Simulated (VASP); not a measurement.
Here is the system:

```
CELL_PARAMETERS angstrom
     -1.58000     1.58000     1.58000
      1.58000    -1.58000     1.58000
      1.58000     1.58000    -1.58000
ATOMIC_POSITIONS crystal
  W  0.00000 0.00000 0.00000
```

Level of theory: PBE GGA, VASP's PBE PAW potentials (set 64) (plane waves; VASP 6.6.1). Numerical set-up: 480 eV cut-off, 15×15×15 Γ-centred mesh, first-order Methfessel-Paxton smearing of 0.10 eV, potentials W_sv.

Energy and stress use the plane-wave basis of the starting cell.

Question: The ions, cell shape and volume are relaxed. What does this cell relax into?

Answer: 
```
CELL_PARAMETERS angstrom
     -1.59298     1.59298     1.59298
      1.59298    -1.59298     1.59298
      1.59298     1.59298    -1.59298
ATOMIC_POSITIONS crystal
  W  0.00000 0.00000 0.00000
```
Space group Im-3m (229), at a tolerance of 0.03 Å.

Question: How do energy and volume change from the first to the last step?

Answer: The energy (σ→0) changes by -9.5 meV/atom and the volume by +2.5 %, in 4 ionic steps.

The compound is W in the bcc structure. This run relaxes it. Symmetry was kept, so distortions that lower it aren't found.
